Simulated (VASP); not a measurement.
Here is a VASP 6.6.1 calculation.

INCAR

```
SYSTEM = NbWS4
  ALGO = Fast
  EDIFF = 1E-4
  EDIFFG = -0.08
  ENCUT = 520
  GGA = PE
  IBRION = 2
  ISIF = 3
  ISMEAR = 0
  LASPH = .True.
  LCHARG = .False.
  LREAL = .False.
  LWAVE = .False.
  NELM = 60
  NSW = 24
  PREC = Normal
  SIGMA = 0.15
```

The input KPOINTS:

```
k-points
0
Gamma
  3 3 3
  0 0 0
```

The input POSCAR:

```
NbWS4
1.0
    5.6636591600      0.0000000000      0.0000000000
   -2.8318295800      4.9048727100      0.0000000000
    0.0000000000      0.0000000000      4.5296453900
Nb W S
1 1 4
Direct
    0.6666666700      0.3333333300      0.0000000000
    0.0000000000      0.0000000000      0.0000000000
    0.3333333300      0.6666666700      0.0000000000
    0.6584224500      0.8292112200      0.5000000000
    0.1707887800      0.8292112200      0.5000000000
    0.1707887800      0.3415775500      0.5000000000
```

Potentials or basis: VASP PAW PBE potentials, release 64 (Nb_sv, W_sv, S).

The run is started by

```sh
$ cat potpaw_PBE.64/Nb_sv/POTCAR potpaw_PBE.64/W_sv/POTCAR potpaw_PBE.64/S/POTCAR > POTCAR
$ mpirun -np 1 vasp_std > vasp.out
```

Question: Estimate the relaxed cell.

Answer: a = 5.278 Å, b = 5.278 Å, c = 4.153 Å, α = 90.00°, β = 90.00°, γ = 120.00°.

Question: What does it give for the relaxed volume?

Answer: 16.70 Å³/atom.

Question: What does it give for the space group after relaxing (to 0.05 Å)?

Answer: P-6m2 (No. 187).

Question: What does it give for the band gap on the k mesh?

Answer: None (metal or under the smearing width).

Step by step:
```tsv
step	energy change (eV)	largest force (eV/Å)	pressure (GPa)	volume (Å³)
1	0.0000	1.9220	-17.49	125.83
2	-1.7110	0.2522	17.11	88.58
3	-2.1554	1.1424	1.17	97.91
4	-2.1552	1.1010	1.82	97.40
5	-2.2638	0.0725	1.74	98.27
6	-2.2656	0.0435	1.89	98.37
7	-2.2759	0.1073	-1.35	101.14
8	-2.2786	0.0642	-0.52	100.22
9	-2.2844	0.0456	-0.11	100.20
```

Caveat: the k mesh is coarse (spacing up to 0.46 Å⁻¹), so the values aren't converged; the volume moved by over 15 % at a fixed basis, so the end points are rough; the relaxation stopped at a loose force limit of 0.08 eV/Å, so its end isn't a converged minimum. The run has no spin-orbit coupling, so splittings on W are missing.
